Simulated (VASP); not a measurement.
Level of theory: PBEsol GGA, VASP's PBE PAW potentials (set 64) (plane waves; VASP 6.6.1).

The input files of a VASP run:

File POSCAR:
```
ZnO
1.0
  1.5860530148  -2.7471248362   0.0000000000
  1.5860530148   2.7471248362   0.0000000000
  0.0000000000   0.0000000000   5.1194371818
Zn O
2 2
Direct
  0.6666670000   0.3333330000   0.5015075395
  0.3333330000   0.6666670000   0.0015075395
  0.6666670000   0.3333330000   0.8804924605
  0.3333330000   0.6666670000   0.3804924605
```

File KPOINTS:
```
Automatic mesh
0
Gamma
8 8 5
0 0 0
```

**INCAR**
```
SYSTEM = ZnO
PREC = Accurate; ENCUT = 620; LREAL = F
LASPH = T
EDIFF = 1E-6; NELM = 100; ALGO = Normal
LMAXMIX = 4
ISMEAR = 0; SIGMA = 0.05
GGA = PS
IBRION = 2; NSW = 40; ISIF = 3
EDIFFG = -0.02; PSTRESS = 100
LWAVE = F; LCHARG = F
```

POTCAR, in this order: Zn O (PBE.64 set). Program: vasp_std.

Output of the run:

### OSZICAR
```
       N       E                     dE             d eps       ncg     rms          rms(c)
DAV:   1     0.304921963450E+03    0.30492E+03   -0.21051E+04  1336   0.274E+03
DAV:   2     0.102182695037E+02   -0.29470E+03   -0.28372E+03  1392   0.477E+02
DAV:   3    -0.214935722828E+02   -0.31712E+02   -0.31486E+02  1560   0.163E+02
DAV:   4    -0.221441363060E+02   -0.65056E+00   -0.64993E+00  1434   0.243E+01
DAV:   5    -0.221491186532E+02   -0.49823E-02   -0.49821E-02  1542   0.207E+00    0.162E+01
DAV:   6    -0.192285256893E+02    0.29206E+01   -0.98970E+00  2344   0.700E+01    0.106E+01
DAV:   7    -0.193703762909E+02   -0.14185E+00   -0.23426E+00  1352   0.181E+01    0.609E+00
DAV:   8    -0.193786745734E+02   -0.82983E-02   -0.67620E-01  1992   0.841E+00    0.168E+00
DAV:   9    -0.193263636951E+02    0.52311E-01   -0.14672E-01  2116   0.720E+00    0.338E-01
DAV:  10    -0.193290008768E+02   -0.26372E-02   -0.48564E-02  1356   0.173E+00    0.147E-01
DAV:  11    -0.193288307044E+02    0.17017E-03   -0.19591E-03  1868   0.827E-01    0.348E-02
DAV:  12    -0.193288620616E+02   -0.31357E-04   -0.26958E-04  1552   0.339E-01    0.141E-02
DAV:  13    -0.193288647361E+02   -0.26745E-05   -0.18392E-05  1512   0.907E-02    0.732E-03
DAV:  14    -0.193288654401E+02   -0.70401E-06   -0.27772E-06  1280   0.228E-02
   1 F= -.16544426E+02 E0= -.16544426E+02  d E =-.165444E+02
```

File OUTCAR:
```
------------------------ aborting loop because EDIFF is reached ----------------------------------------
  FORCE on cell =-STRESS in cart. coord.  units (eV):
  Direction    XX          YY          ZZ          XY          YZ          ZX
  --------------------------------------------------------------------------------------
  Total        2.7387495      2.7387503      2.7381550      0.0000000     -0.0000000      0.0000000
  in kB       98.3591071     98.3591380     98.3377595      0.0000000     -0.0000000      0.0000000
  external PRESSURE =      -1.6479985 kB  Pullay stress =     100.0000000 kB
  volume of cell :       44.61
      direct lattice vectors                 reciprocal lattice vectors
     1.586053015 -2.747124836  0.000000000     0.315247974 -0.182008474  0.000000000
     1.586053015  2.747124836  0.000000000     0.315247974  0.182008474  0.000000000
     0.000000000  0.000000000  5.119437182     0.000000000  0.000000000  0.195333972
  FREE ENERGIE OF THE ION-ELECTRON SYSTEM (eV)
  ---------------------------------------------------
  free  energy   TOTEN  =       -19.3288654401 eV

  energy  without entropy=      -19.3288654401  energy(sigma->0) =      -19.32886544
  enthalpy is  TOTEN    =       -16.5444263206 eV   P V=        2.7844391196

 reached required accuracy - stopping structural energy minimisation
```
(Selected blocks of OUTCAR.)

OUTCAR:
```
 val. band max:        1.6685314084   @ k =   0.0000   0.0000   0.0000

 cond. band min:       2.4362833321   @ k =   0.0000   0.0000   0.0000


 Fermi energy:         1.9486512419

 k-point     1 :       0.0000    0.0000    0.0000
  band No.  band energies     occupation
      1     -16.9341      2.00000
      2     -16.0881      2.00000
      3      -4.5957      2.00000
      4      -4.4008      2.00000
      5      -4.4008      2.00000
      6      -4.3500      2.00000
      7      -4.1868      2.00000
      8      -4.1868      2.00000
      9      -2.9945      2.00000
     10      -2.9945      2.00000
     11      -2.7459      2.00000
     12      -2.7459      2.00000
     13      -2.4463      2.00000
     14       0.7896      2.00000
     15       0.7896      2.00000
     16       1.5553      2.00000
     17       1.6685      2.00000
     18       1.6685      2.00000
     19       2.4363      0.00000
     20       7.0200      0.00000
     21       9.9495      0.00000
     22      14.7716      0.00000

 k-point     2 :       0.1250   -0.0000    0.0000
  band No.  band energies     occupation
      1     -16.8352      2.00000
      2     -16.0442      2.00000
      3      -4.5467      2.00000
      4      -4.4267      2.00000
      5      -4.3470      2.00000
      6      -4.2986      2.00000
      7      -4.1946      2.00000
      8      -4.1099      2.00000
      9      -3.0386      2.00000
     10      -2.9991      2.00000
     11      -2.7369      2.00000
     12      -2.6934      2.00000
     13      -2.4631      2.00000
     14       0.2066      2.00000
     15       0.5650      2.00000
     16       0.8534      2.00000
     17       1.4420      2.00000
     18       1.5464      2.00000
     19       3.4683      0.00000
     20       7.6838      0.00000
     21       9.9190      0.00000
     22      13.2826      0.00000

 k-point     3 :       0.2500   -0.0000    0.0000
  band No.  band energies     occupation
      1     -16.5790      2.00000
...
```

The compound is ZnO in the wurtzite structure. It was relaxed first under an external pressure of 10 GPa.
